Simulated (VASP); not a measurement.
```xyz
5
Lattice="3.9119 0.0000 0.0000 0.0000 3.9119 0.0000 0.0000 0.0000 4.1266" Properties=species:S:1:pos:R:3 pbc="T T T"
Ba     0.0000     0.0000     0.0392
Ti     1.9559     1.9559     2.1822
O      1.9559     1.9559     3.9645
O      0.0000     1.9559     1.9911
O      1.9559     0.0000     1.9911
```

These are PW91 GGA, VASP's PBE PAW potentials (set 64) (plane waves; VASP) values and carry that method's errors. Run with 520 eV cut-off, 6×6×5 Γ-centred mesh, Gaussian smearing of 0.050 eV, potentials Ba_sv Ti_sv O.

Q: The ions and cell shape at fixed volume are relaxed. What does this cell relax into?

A: 
```xyz
5
Lattice="3.9639 0.0000 0.0000 0.0000 3.9639 0.0000 0.0000 0.0000 4.0190" Properties=species:S:1:pos:R:3 pbc="T T T"
Ba     0.0000     0.0000     4.0178
Ti     1.9820     1.9820     2.0651
O      1.9820     1.9820     3.9320
O      0.0000     1.9820     1.9535
O      1.9820     3.9639     1.9535
```
Space group P4mm (99), at a tolerance of 0.03 Å.

Q: How much energy does the relaxation gain?

A: The energy (σ→0) changes by -9.6 meV/atom, in 11 ionic steps.

```tsv
step	E(σ→0) (eV)	max force (eV/Å)	pressure (GPa)	volume (Å³)
1	-40.2095	0.858	11.24	63.15
2	-40.2324	0.163	9.16	63.15
3	-40.2327	0.152	9.36	63.15
4	-40.2487	0.137	8.63	63.15
5	-40.2534	0.127	8.11	63.15
6	-40.2562	0.080	7.91	63.15
7	-40.2576	0.033	7.63	63.15
8	-40.2576	0.030	7.64	63.15
9	-40.2576	0.012	7.60	63.15
10	-40.2576	0.011	7.61	63.15
11	-40.2576	0.001	7.62	63.15
```

The compound is BaTiO3 in the tetragonal perovskite structure. This cell is one point of a volume scan, at 0.94 of the reference volume. Symmetry was kept, so distortions that lower it aren't found.
